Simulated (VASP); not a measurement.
Given:

```
Ga35N35O
1.0
    4.86832    -8.43217     0.00000
    4.86832     8.43217     0.00000
    0.00000     0.00000    10.55628
Ga N O
35 35 1
Direct
  0.22324   0.11203   0.25045
  0.11081   0.22231   0.99984
  0.21961   0.10908   0.75015
  0.11369   0.22403   0.50233
  0.22189   0.44412   0.24975
  0.11117   0.55565   0.00050
  0.22244   0.44442   0.75046
  0.11108   0.55551   0.49998
  0.22237   0.77823   0.25056
  0.11085   0.88842   0.00028
  0.22195   0.77730   0.75072
  0.11248   0.88905   0.50158
  0.55518   0.11215   0.25051
  0.44441   0.22238   0.99879
  0.55605   0.10910   0.75018
  0.55663   0.44669   0.24676
  0.44442   0.55618   0.00037
  0.55589   0.44513   0.75000
  0.44383   0.55835   0.50030
  0.55571   0.77941   0.25094
  0.44422   0.88857   0.00029
  0.55603   0.77758   0.75028
  0.44316   0.88908   0.50161
  0.88912   0.11185   0.25070
  0.77808   0.22237   0.00003
  0.88883   0.11114   0.75057
  0.77677   0.22408   0.50234
  0.88890   0.44417   0.24982
  0.77838   0.55611   0.00040
  0.88861   0.44438   0.75049
  0.78113   0.55834   0.50034
  0.89015   0.77931   0.25092
  0.77781   0.88896   0.00072
  0.88822   0.77760   0.75032
  0.77828   0.88997   0.49968
  0.20203   0.10103   0.43395
  0.11110   0.22273   0.18784
  0.22087   0.11035   0.94002
  0.11088   0.22260   0.68979
  0.22372   0.44492   0.43840
  0.11119   0.55573   0.18893
  0.22262   0.44494   0.93846
  0.11089   0.55512   0.68835
  0.22178   0.77699   0.43908
  0.11164   0.88908   0.18813
  0.22206   0.77744   0.93870
  0.11006   0.88729   0.68941
  0.56545   0.10118   0.43400
  0.44537   0.22442   0.18912
  0.55613   0.11048   0.94010
  0.44362   0.22065   0.71106
  0.44433   0.55653   0.18899
  0.55631   0.44599   0.93973
  0.44493   0.55511   0.68728
  0.55551   0.77825   0.43910
  0.44397   0.88919   0.18819
  0.55574   0.77776   0.93856
  0.44383   0.88725   0.68947
  0.88960   0.11280   0.43922
  0.77808   0.22280   0.18796
  0.88872   0.11095   0.93864
  0.77827   0.22258   0.68980
  0.88788   0.44499   0.43843
  0.77878   0.55650   0.18903
  0.88905   0.44493   0.93855
  0.77684   0.55513   0.68730
  0.88930   0.77826   0.43909
  0.77795   0.88938   0.18923
  0.88855   0.77768   0.93857
  0.77787   0.88913   0.68841
  0.56939   0.47215   0.43010
```

Computed with PBE GGA, VASP's PBE PAW potentials (set 64) (plane waves; VASP 6.6.1). Run with PREC = Normal, LREAL = Auto, ISYM = 0, 400 eV cut-off, 1×1×1 Γ-centred mesh, Gaussian smearing of 0.050 eV, potentials Ga N O. Starting moments (MAGMOM): 71*0.0282. The cell's moment is fixed (NUPDOWN = 2).

At this cut-off the stress carries a Pulay error, which pulls relaxed volumes low.  The supercell is sampled at Γ alone, which is coarse: total energies, pressure and levels can be off, energies of defects by several tenths of an eV.

### Question
Predict the cell moment, energy per atom (σ→0), pressure.

### Answer

The cell moment is 2.00 μB and the energy per atom (σ→0) comes out as -5.978 eV/atom. The pressure is -2.00 GPa.

### Question
Give the moment on each site (PAW-sphere projection).

### Answer

| site | moment (μB) |
|---|---|
| Ga1 | 0.00 |
| Ga2 | 0.00 |
| Ga3 | 0.00 |
| Ga4 | 0.00 |
| Ga5 | 0.00 |
| Ga6 | 0.00 |
| Ga7 | 0.00 |
| Ga8 | 0.00 |
| Ga9 | 0.00 |
| Ga10 | 0.00 |
| Ga11 | 0.00 |
| Ga12 | 0.00 |
| Ga13 | 0.00 |
| Ga14 | 0.00 |
| Ga15 | 0.00 |
| Ga16 | 0.00 |
| Ga17 | 0.00 |
| Ga18 | 0.00 |
| Ga19 | 0.00 |
| Ga20 | 0.00 |
| Ga21 | 0.00 |
| Ga22 | 0.00 |
| Ga23 | 0.00 |
| Ga24 | 0.00 |
| Ga25 | 0.00 |
| Ga26 | 0.00 |
| Ga27 | 0.00 |
| Ga28 | 0.00 |
| Ga29 | 0.00 |
| Ga30 | 0.00 |
| Ga31 | 0.00 |
| Ga32 | 0.00 |
| Ga33 | 0.00 |
| Ga34 | 0.00 |
| Ga35 | 0.00 |
| N36 | 0.36 |
| N37 | 0.01 |
| N38 | 0.03 |
| N39 | 0.00 |
| N40 | 0.00 |
| N41 | 0.00 |
| N42 | 0.00 |
| N43 | 0.00 |
| N44 | 0.00 |
| N45 | 0.01 |
| N46 | 0.00 |
| N47 | 0.00 |
| N48 | 0.36 |
| N49 | 0.01 |
| N50 | 0.03 |
| N51 | 0.37 |
| N52 | 0.01 |
| N53 | 0.03 |
| N54 | 0.00 |
| N55 | 0.03 |
| N56 | 0.01 |
| N57 | 0.00 |
| N58 | 0.00 |
| N59 | 0.08 |
| N60 | 0.01 |
| N61 | 0.00 |
| N62 | 0.00 |
| N63 | 0.00 |
| N64 | 0.01 |
| N65 | 0.00 |
| N66 | 0.00 |
| N67 | 0.03 |
| N68 | 0.00 |
| N69 | 0.00 |
| N70 | 0.00 |
| O71 | 0.01 |

The cell is a supercell with a defect, built from GaN (wurtzite): O_N-vac_Ga.
